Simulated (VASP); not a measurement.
Given:

```xyz
2
Lattice="3.1270 0.0000 0.0000 0.0000 3.1270 0.0000 0.0000 0.0000 3.1270" Properties=species:S:1:pos:R:3 pbc="T T T"
Zn     1.5635     1.5635     1.5635
Au     0.0000     0.0000     0.0000
```

Computed with PBEsol GGA, VASP's PBE PAW potentials (set 64) (plane waves; VASP 6.6.1). Run with 480 eV cut-off, 12×12×12 Γ-centred mesh, first-order Methfessel-Paxton smearing of 0.10 eV, potentials Zn Au.

Each row applies one change to this cell, which was relaxed at other settings and keeps the small stress of the first row; at a fixed cut-off the stress holds a Pulay part, so it need not integrate to ΔE exactly. Stress is in GPa, positive when the cell is compressed.

```json
[
 {"change": "none", "ΔE (meV/atom)": "0.0", "σxx": "0.33", "σyy": "0.33", "σzz": "0.33", "largest shear component, with its sign (GPa)": "0.00", "largest force (eV/Å)": "0.000"},
 {"change": "isotropic strain of -1.5 %", "ΔE (meV/atom)": "16.9", "σxx": "7.76", "σyy": "7.76", "σzz": "7.76", "largest shear component, with its sign (GPa)": "0.00", "largest force (eV/Å)": "0.000"},
 {"change": "uniaxial strain of +1.5 % along z", "ΔE (meV/atom)": "0.9", "σxx": "-1.61", "σyy": "-1.61", "σzz": "-1.92", "largest shear component, with its sign (GPa)": "0.00", "largest force (eV/Å)": "0.000"},
 {"change": "biaxial strain of +3.0 % in the xz plane", "ΔE (meV/atom)": "21.4", "σxx": "-7.33", "σyy": "-5.98", "σzz": "-7.33", "largest shear component, with its sign (GPa)": "0.00", "largest force (eV/Å)": "0.000"},
 {"change": "atom 2 (Au) moved by -0.075 Å along z", "ΔE (meV/atom)": "5.4", "σxx": "0.75", "σyy": "0.75", "σzz": "0.47", "largest shear component, with its sign (GPa)": "0.00", "largest force (eV/Å)": "0.287"},
 {"change": "uniaxial strain of -0.5 % along z", "ΔE (meV/atom)": "0.4", "σxx": "1.02", "σyy": "1.02", "σzz": "1.18", "largest shear component, with its sign (GPa)": "0.00", "largest force (eV/Å)": "0.000"}
]
```

Failed runs are left out, and for metals the shear rows, which the mesh's noise covers.

The compound is AuZn in the CsCl type structure. The electron count is odd and the run is not spin-polarised, which forces a metal.
